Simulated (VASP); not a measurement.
Zn4Te3O:

```
CELL_PARAMETERS angstrom
-2.87500 2.87500 5.75000
2.87500 -2.87500 5.75000
2.87500 2.87500 -5.75000
ATOMIC_POSITIONS crystal
Zn 0.68200 0.68200 0.57600
Zn 0.10600 0.10600 0.42400
Zn 0.31800 0.89400 0.00000
Zn 0.89400 0.31800 0.00000
Te 0.50000 0.50000 0.00000
Te 0.25000 0.75000 0.50000
Te 0.75000 0.25000 0.50000
O 0.00000 0.00000 0.00000
```

The cell was built by a generator and needn't be a form met in nature.

* Program: VASP 6.6.1
* Task: relaxation of cell and atoms
* Functional: PBE
* Potentials or basis: VASP PAW PBE potentials, release 64 (Zn, Te, O)
* Cutoff: 520 eV
* k mesh: 4 × 4 × 4
* Occupations: gaussian, width 0.15 eV
* Spin: no spin polarisation

At the start: pressure 0.8 GPa; volume 23.76 Å³/atom.

**Question.** How do energy, volume and symmetry change on relaxing?

**Answer.** Over 5 steps the energy falls by 15.8 meV/atom and the volume is 24.14 Å³/atom (+1.6 %); space group I-42m (No. 121, to 0.05 Å).

The path:
```csv
step,energy change (eV),largest force (eV/Å),pressure (GPa),volume (Å³)
1,0.0000,0.6334,0.82,190.11
2,-0.0748,0.3877,0.09,193.49
3,-0.0965,0.1525,-0.78,197.36
4,-0.1236,0.0706,-0.49,193.98
5,-0.1261,0.0590,-0.04,193.12
```

Final structure:
```cif
data_structure
_symmetry_space_group_name_H-M 'P 1'
_symmetry_Int_Tables_number 1
_cell_length_a 7.0213
_cell_length_b 7.0213
_cell_length_c 7.0213
_cell_angle_alpha 130.951
_cell_angle_beta 130.951
_cell_angle_gamma 71.891
_cell_volume 193.12
loop_
_atom_site_label
_atom_site_type_symbol
_atom_site_fract_x
_atom_site_fract_y
_atom_site_fract_z
_atom_site_occupancy
Zn1 Zn 0.69180 0.69180 0.59663 1
Zn2 Zn 0.09517 0.09517 0.40337 1
Zn3 Zn 0.30820 0.90483 0.00000 1
Zn4 Zn 0.90483 0.30820 0.00000 1
Te1 Te 0.50000 0.50000 0.00000 1
Te2 Te 0.25000 0.75000 0.50000 1
Te3 Te 0.75000 0.25000 0.50000 1
O1 O 0.00000 0.00000 0.00000 1
```
